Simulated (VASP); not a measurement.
Consider the following.

```xyz
8
Lattice="4.4159 0.0000 0.0000 0.0000 4.4159 0.0000 0.0000 0.0000 4.4159" Properties=species:S:1:pos:R:3 pbc="T T T"
Fe     3.8096     2.8143     1.6016
Fe     1.6016     3.8096     2.8143
Fe     0.6063     0.6063     0.6063
Fe     2.8143     1.6016     3.8096
Si     0.7012     1.5067     2.9092
Si     2.9092     0.7012     1.5067
Si     3.7147     3.7147     3.7147
Si     1.5067     2.9092     0.7012
```

Calculation: PBE GGA, VASP's PBE PAW potentials (set 64) (plane waves; VASP). Settings: 500 eV cut-off, 5×5×5 Γ-centred mesh, Gaussian smearing of 0.050 eV, potentials Fe Si.

Task: What does the run give for the energy per atom (σ→0), pressure?

Result: 
```yaml
energy per atom (σ→0): -7.344 eV/atom
pressure: 5.08 GPa
```

The absolute energy has meaning only against runs of the same code, potentials and settings.

The compound is FeSi in the B20 structure. It was relaxed first under an external pressure of 5 GPa. The run is not spin-polarised, so no magnetic state was tried.
